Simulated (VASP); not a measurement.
# TiSi2 with rev-vdW-DF2: from relaxation to properties, part 2 of 5

Wanted: the relaxed cell of TiSi2 and its properties. The start is a cell from a database of measured crystal structures.

VASP 6.6.1, plane waves and PAW; the level of theory is named at each step.

Still holding for the runs below: The k-mesh is coarse for a metal.

So far. Step 2 (Relaxing cell and atoms (rev-vdW-DF2)): It ends with a largest force of 0.001 eV/Å and a pressure of 0.03 GPa. The volume lies -0.3 % from that of the database's start, which holds the thermal and zero-point expansion of its experiment.

**3. Density, ELF and potential (rev-vdW-DF2)**

Level of this step: rev-vdW-DF2; plane waves and PAW (Ti_sv, Si) (VASP).

The relaxed cell gets a fresh self-consistent run, on a basis set for its own volume, to fix the density and to check the remaining stress.

INCAR

```
SYSTEM = TiSi2
PREC = Accurate
ENCUT = 400
EDIFF = 1E-06
NELM = 100
ISMEAR = 0
SIGMA = 0.05
LREAL = .FALSE.
ALGO = Normal
GGA = MK
AGGAC = 0
LUSE_VDW = .TRUE.
PARAM1 = 0.1234
PARAM2 = 0.711357
ZAB_VDW = -1.8867
LASPH = .TRUE.
NBANDS = 26
LORBIT = 11
LWAVE = .FALSE.
LCHARG = .TRUE.
ISIF = 2
LELF = .TRUE.
LVHAR = .TRUE.
```

POSCAR

```
TiSi2
1.0
    0.0000000000      4.1320296154      4.2596087790
    2.4024027494      0.0000000000      4.2596087790
    2.4024027494      4.1320296154      0.0000000000
Ti Si
2 4
Direct
    0.7500000000      0.7500000000      0.7500000000
    0.5000000000      0.5000000000      0.5000000000
    0.0853890933      0.4146109067      0.0853890933
    0.4146109067      0.0853890933      0.4146109067
    0.1646109067      0.8353890933      0.1646109067
    0.8353890933      0.1646109067      0.8353890933
```

KPOINTS

```
Automatic mesh
0
Gamma
6 6 6
0 0 0
```

The projector-augmented-wave data sets are Ti_sv and Si (PBE family, release 64).

Started as:

```sh
$ mpirun -np 4 vasp_std
```

Log:

```text
[banner, memory and clock lines left out]
running    4 mpi-ranks, on    1 nodes
 distrk:  each k-point on    4 cores,    1 groups
 distr:  one band on    1 cores,    4 groups

 POSCAR found type information on POSCAR TiSi
 POSCAR found :  2 types and       6 ions
 [... a notice as in an earlier step ...]

 [... a notice as in an earlier step ...]

 LDA part: xc-table for (Slater+PW92), standard interpolation
|                                                                             |
|           W    W    AA    RRRRR   N    N  II  N    N   GGGG   !!!           |
|           W    W   A  A   R    R  NN   N  II  NN   N  G    G  !!!           |
|           W    W  A    A  R    R  N N  N  II  N N  N  G       !!!           |
|           W WW W  AAAAAA  RRRRR   N  N N  II  N  N N  G  GGG   !            |
|           WW  WW  A    A  R   R   N   NN  II  N   NN  G    G                |
|           W    W  A    A  R    R  N    N  II  N    N   GGGG   !!!           |
|                                                                             |
|     The number of bands has been changed from the values supplied in        |
|     The orbitals not found in the WAVECAR file will be initialized with     |
|     random numbers, which is usually adequate. For correlated               |
|     calculations, however, you should redo the groundstate calculation.     |
|     I found NBANDS = 26. Now, NBANDS = 28.                                  |
|                                                                             |

 POSCAR, INCAR and KPOINTS ok, starting setup
 FFT: planning ... GRIDC
 FFT: planning ... GRID_SOFT
 FFT: planning ... GRID
 WAVECAR not read
 entering main loop
       N       E                     dE             d eps       ncg     rms          rms(c)
DAV:   1     0.355143351018E+03    0.35514E+03   -0.16373E+04  2584   0.127E+03
DAV:   2     0.761234606954E+01   -0.34753E+03   -0.33903E+03  2600   0.394E+02
DAV:   3    -0.319526230739E+02   -0.39565E+02   -0.38810E+02  4428   0.113E+02
DAV:   4    -0.348654841355E+02   -0.29129E+01   -0.29017E+01  3568   0.276E+01
DAV:   5    -0.350503139358E+02   -0.18483E+00   -0.18478E+00  4060   0.601E+00    0.182E+01
DAV:   6    -0.322812979855E+02    0.27690E+01   -0.35212E+01  3660   0.412E+01    0.683E+00
DAV:   7    -0.316743418023E+02    0.60696E+00   -0.70874E+00  3484   0.194E+01    0.505E+00
DAV:   8    -0.316169238437E+02    0.57418E-01   -0.80386E-01  3512   0.688E+00    0.123E+00
DAV:   9    -0.316014835258E+02    0.15440E-01   -0.14247E-01  3604   0.310E+00    0.422E-01
DAV:  10    -0.316021969907E+02   -0.71346E-03   -0.51485E-03  3312   0.540E-01    0.196E-01
DAV:  11    -0.316021267217E+02    0.70269E-04   -0.38570E-03  3648   0.455E-01    0.131E-01
DAV:  12    -0.316020230327E+02    0.10369E-03   -0.92399E-04  3584   0.236E-01    0.133E-02
DAV:  13    -0.316020216195E+02    0.14131E-05   -0.24556E-05  3348   0.426E-02    0.872E-03
DAV:  14    -0.316020214761E+02    0.14347E-06   -0.98006E-07  2232   0.821E-03
   1 F= -.31602021E+02 E0= -.31600640E+02  d E =-.276353E-02
```

Run time: 38 s. Hardware: 4 MPI ranks of Intel Xeon Platinum 8259CL at 2.50GHz (Skylake/Cascade Lake), shared host; peak memory 1 GiB.

Parts of OUTCAR (step 3):

```text
  LATTYP: Found a face centered orthorhombic cell.
 ALAT       =     4.8048054988
 B/A-ratio  =     1.7199570790
 C/A-ratio  =     1.7730618982

 Found     46 irreducible k-points:

   k-points           NKPTS =     46   k-points in BZ     NKDIM =     46   number of bands    NBANDS=     28

   ENCUT  =  400.0 eV  29.40 Ry    5.42 a.u.   9.68  7.97  7.79*2*pi/ulx,y,z

   NELECT =      40.0000    total number of electrons

 E-fermi :  10.0868

 k-point     1 :       0.0000    0.0000    0.0000
  band No.  band energies     occupation
    ...
     17       7.8199      2.00000
     18       7.9918      2.00000
     19       8.2723      2.00000
     20       8.6308      2.00000
     21       9.1124      2.00000
     22      12.0395      0.00000
     23      13.0946      0.00000
     24      13.2771      0.00000
     25      13.3832      0.00000
     26      13.5037      0.00000
    ...

 k-point     2 :       0.1667    0.0000    0.0000
  band No.  band energies     occupation
    ...
     17       7.9649      2.00000
     18       8.0824      2.00000
     19       8.7568      2.00000
     20       8.9180      2.00000
     21       9.1749      2.00000
     22      11.7636      0.00000
     23      12.8398      0.00000
     24      12.9251      0.00000
     25      13.0862      0.00000
     26      13.2341      0.00000
    ...

Total vdW correction in eV:      4.6620614

  Total        0.0203958      0.0586503      0.0167068      0.0000000      0.0000000      0.0000000
  in kB        0.3864040      1.1111483      0.3165146      0.0000000      0.0000000      0.0000000
  external PRESSURE =       0.6046890 kB  Pullay stress =       0.0000000 kB

 POSITION                                       TOTAL-FORCE (eV/Angst)
 -----------------------------------------------------------------------------------
      3.60360      6.19804      6.38941        -0.000000      0.000000      0.000000
      2.40240      4.13203      4.25961         0.000000      0.000000     -0.000000
      1.20120      0.70566      2.12980         0.000000      0.000995      0.000000
      1.20120      3.42637      2.12980         0.000000     -0.000995      0.000000
      2.40240      1.36035      4.25961        -0.000000     -0.000995     -0.000000
      2.40240      6.90370      4.25961        -0.000000      0.000995     -0.000000
 -----------------------------------------------------------------------------------
    total drift:                               -0.000000     -0.000000      0.000000

  FREE ENERGIE OF THE ION-ELECTRON SYSTEM (eV)
  ---------------------------------------------------
  free  energy   TOTEN  =       -31.6020214761 eV

  energy  without entropy=      -31.5992579510  energy(sigma->0) =      -31.60063971

Total vdW correction in eV:      4.6619901

 total charge
# of ion       s       p       d       tot
------------------------------------------
    1        2.171   6.164   2.079  10.414
    2        2.171   6.164   2.079  10.414
    3        0.774   0.862   0.000   1.635
    4        0.774   0.862   0.000   1.635
    5        0.774   0.862   0.000   1.635
    6        0.774   0.862   0.000   1.635
--------------------------------------------------
tot          7.436  15.775   4.159  27.370

[... 4 parts as in an earlier step ...]

[... 7 further parts left out ...]
```

This step gave:

- electronic steps: 14
- bands: 28
- pressure: 0.06047 GPa

Valence electrons inside each PAW sphere by angular momentum. Sphere charges, by row:

```csv
atom,s (e),p (e),d (e),tot (e)
Ti1,2.171,6.164,2.079,10.41
Ti2,2.171,6.164,2.079,10.41
Si3,0.774,0.862,0,1.635
Si4,0.774,0.862,0,1.635
Si5,0.774,0.862,0,1.635
Si6,0.774,0.862,0,1.635
```

ELF in the bc plane of the conventional cell at fractional x = 0.000, with atoms of Ti and Si within 0.2 Å of it. It is the smooth field of the valence electrons, not physical close to the nuclei.

Values, 12 rows by 16 columns, each cell a mean:
```
0.42 0.53 0.42 0.55 0.71 0.40 0.21 0.55 0.63 0.29 0.27 0.66 0.62 0.42 0.51 0.48
0.20 0.48 0.67 0.60 0.46 0.42 0.36 0.27 0.25 0.32 0.41 0.43 0.55 0.66 0.57 0.26
0.37 0.50 0.51 0.26 0.19 0.42 0.62 0.58 0.56 0.62 0.52 0.23 0.21 0.43 0.53 0.40
0.53 0.60 0.51 0.26 0.25 0.47 0.52 0.34 0.30 0.46 0.52 0.31 0.23 0.43 0.60 0.55
0.23 0.24 0.36 0.50 0.63 0.69 0.60 0.30 0.23 0.52 0.69 0.66 0.55 0.42 0.27 0.22
0.77 0.35 0.26 0.68 0.58 0.29 0.44 0.51 0.47 0.51 0.30 0.45 0.71 0.40 0.23 0.67
0.63 0.29 0.27 0.66 0.62 0.42 0.51 0.48 0.42 0.53 0.42 0.55 0.71 0.40 0.21 0.55
0.25 0.32 0.41 0.43 0.55 0.66 0.57 0.26 0.20 0.48 0.67 0.60 0.46 0.42 0.36 0.27
0.56 0.62 0.52 0.23 0.21 0.43 0.53 0.40 0.37 0.50 0.51 0.26 0.19 0.42 0.62 0.58
0.30 0.46 0.52 0.31 0.23 0.43 0.60 0.55 0.53 0.60 0.51 0.26 0.25 0.47 0.52 0.34
0.23 0.52 0.69 0.66 0.55 0.42 0.27 0.22 0.23 0.24 0.36 0.50 0.63 0.69 0.60 0.30
0.47 0.51 0.30 0.45 0.71 0.40 0.23 0.67 0.77 0.35 0.26 0.68 0.58 0.29 0.44 0.51
```
Columns run along b (8.3 Å), rows up along c (8.5 Å), edges of the conventional cell, whose origin can differ from the input's. Atoms in or near the plane, at fractional coordinates: Ti at (0.50, 0.00), Ti at (0.00, 0.50), Si at (0.16, 0.00), Si at (0.66, 0.50), Si at (0.84, 0.00), Si at (0.34, 0.50).

Valence density in the bc plane of the conventional cell at fractional x = 0.000, with atoms of Ti and Si within 0.2 Å of it. It is the smooth field of the valence electrons, not physical close to the nuclei.

Ten steps, logarithmic in the rise over the least value, from '0' (0 e/Å³) to '9' (12 e/Å³), each cell a mean:
```
23322332247986323321232
22333332235664222333332
22333322223332222233322
22232222222222222223222
22222222222222222222222
22222222222222222222222
22222222222222222222222
22222222322222232222222
33222233332222333222223
65322333332223333322246
97422332233223212332368
98522330123233202332369
86422332233223323332357
54222233332223333322234
22222223322222333222222
22222222222222222222222
22222222222222222222222
22222222222222222222222
22222222222222222222222
22233222222222222233322
22333322223443222333322
23333332246875323332332
23211332258996323320233
```
Columns run along b (8.3 Å), rows up along c (8.5 Å), edges of the conventional cell, whose origin can differ from the input's. Atoms in or near the plane, at fractional coordinates: Ti at (0.50, 0.00), Ti at (0.00, 0.50), Si at (0.16, 0.00), Si at (0.66, 0.50), Si at (0.84, 0.00), Si at (0.34, 0.50).

Electrostatic potential energy in the bc plane of the conventional cell at fractional x = 0.000, with atoms of Ti and Si within 0.2 Å of it. With pseudopotentials it is smooth inside the atoms' cores, unlike the true potential.

Ten even steps from '_' (-81 eV) to '@' (1 eV), each cell a mean:
```
@@%%==____==%%@@@@##--::::++%%@@@@**..__..##@@
@@@@##++++##@@@@@@%%**==++##@@@@@@%%**==**%%@@
@@@@@@@@@@@@@@@@@@@@@@%%%%@@@@@@@@@@@@%%@@@@@@
@@@@@@@@@@@@@@@@@@@@@@@@@@@@@@@@@@@@@@@@@@@@@@
@@@@@@@@@@@@@@@@@@@@@@@@@@@@@@@@@@@@@@@@@@@@@@
@@@@@@@@@@@@@@@@@@@@@@@@@@@@@@@@@@@@@@@@@@@@@@
@@@@@@@@@@@@@@@@@@@@@@@@@@@@@@@@@@@@@@@@@@@@@@
@@@@@@@@@@@@@@@@@@@@@@@@@@@@@@@@@@@@@@@@@@@@@@
%%@@@@@@@@@@@@@@@@@@@@@@@@@@@@@@@@@@@@@@@@@@%%
++**%%@@@@@@##++++##@@@@@@%%**++**%%@@@@@@##++
::--##@@@@%%--____==%%@@@@**..__..##@@@@%%++::
..--**@@@@%%::____--%%@@@@**______**@@@@%%==::
--==%%@@@@%%++::::**@@@@@@##--..--##@@@@@@**--
**%%@@@@@@@@%%####%%@@@@@@@@%%##%%@@@@@@@@%%##
@@@@@@@@@@@@@@@@@@@@@@@@@@@@@@@@@@@@@@@@@@@@@@
@@@@@@@@@@@@@@@@@@@@@@@@@@@@@@@@@@@@@@@@@@@@@@
@@@@@@@@@@@@@@@@@@@@@@@@@@@@@@@@@@@@@@@@@@@@@@
@@@@@@@@@@@@@@@@@@@@@@@@@@@@@@@@@@@@@@@@@@@@@@
@@@@@@@@@@@@@@@@@@@@@@@@@@@@@@@@@@@@@@@@@@@@@@
@@@@@@@@@@@@@@@@@@@@@@@@@@@@@@@@@@@@@@@@@@@@@@
@@@@%%####%%@@@@@@@@%%####%%@@@@@@@@%%##%%@@@@
@@@@**::::**@@@@@@%%++--==**@@@@@@##--::==%%@@
@@%%--____--%%@@@@**--..::==%%@@@@++______**@@
```
Columns run along b (8.3 Å; values clipped at the 3rd and 97th percentile), rows up along c (8.5 Å), edges of the conventional cell, whose origin can differ from the input's. Atoms in or near the plane, at fractional coordinates: Ti at (0.50, 0.00), Ti at (0.00, 0.50), Si at (0.16, 0.00), Si at (0.66, 0.50), Si at (0.84, 0.00), Si at (0.34, 0.50).

In this run the pressure is 0.06 GPa, small enough to go on.

(Continued in part 3 of 5.)

[Lines on the potential files, build, host, timing and source positions are cut from VASP's logs without a mark.]

[Logs are printed without paths, hosts, clocks, repeated set-up lines and the standing remarks that a program may print on its own settings, such as how far it seeks lower states.]

[Hosts, paths, dates, database ids (printed as entryN), source tags and the programs' standing remarks are cut or masked in the printed files.]

[A measured line is paired with the nearest computed mode of its activity, which favours agreement.]
